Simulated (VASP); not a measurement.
Consider the following.

```
CELL_PARAMETERS angstrom
      1.92851    -3.34029     0.00000
      1.92851     3.34029     0.00000
      0.00000     0.00000     6.04412
ATOMIC_POSITIONS crystal
  La 0.33333 0.66667 0.24702
  La 0.66667 0.33333 0.75298
  O  0.00000 0.00000 0.00000
  O  0.33333 0.66667 0.64574
  O  0.66667 0.33333 0.35426
```

All values below come from PW91 GGA, VASP's PBE PAW potentials (set 64) (plane waves; VASP). Numerical set-up: 520 eV cut-off, 7×7×4 Γ-centred mesh, Gaussian smearing of 0.050 eV, potentials La O.

Problem. The ions and cell shape at fixed volume are relaxed. What does this cell relax into?

Solution. 
```
CELL_PARAMETERS angstrom
      1.94669    -3.37176     0.00000
      1.94669     3.37176     0.00000
      0.00000     0.00000     5.93179
ATOMIC_POSITIONS crystal
  La 0.33333 0.66667 0.24243
  La 0.66667 0.33333 0.75757
  O  0.00000 0.00000 0.00000
  O  0.33333 0.66667 0.64829
  O  0.66667 0.33333 0.35171
```
Space group P-3m1 (164), at a tolerance of 0.03 Å.

Problem. How much energy does the relaxation gain?

Solution. The energy (σ→0) changes by -4.4 meV/atom, in 9 ionic steps.

| step | E(σ→0) (eV) | max force (eV/Å) | pressure (GPa) | volume (Å³) |
|---|---|---|---|---|
| 1 | -42.0910 | 0.501 | 9.29 | 77.87 |
| 2 | -42.1079 | 0.090 | 8.18 | 77.87 |
| 3 | -42.1080 | 0.097 | 8.13 | 77.87 |
| 4 | -42.1111 | 0.088 | 7.99 | 77.87 |
| 5 | -42.1122 | 0.081 | 7.84 | 77.87 |
| 6 | -42.1130 | 0.039 | 7.75 | 77.87 |
| 7 | -42.1132 | 0.018 | 7.68 | 77.87 |
| 8 | -42.1132 | 0.016 | 7.68 | 77.87 |
| 9 | -42.1132 | 0.008 | 7.72 | 77.87 |

The compound is La2O3 in the a-type structure. This cell is one point of a volume scan, at 0.94 of the reference volume. Symmetry was kept, so distortions that lower it aren't found.
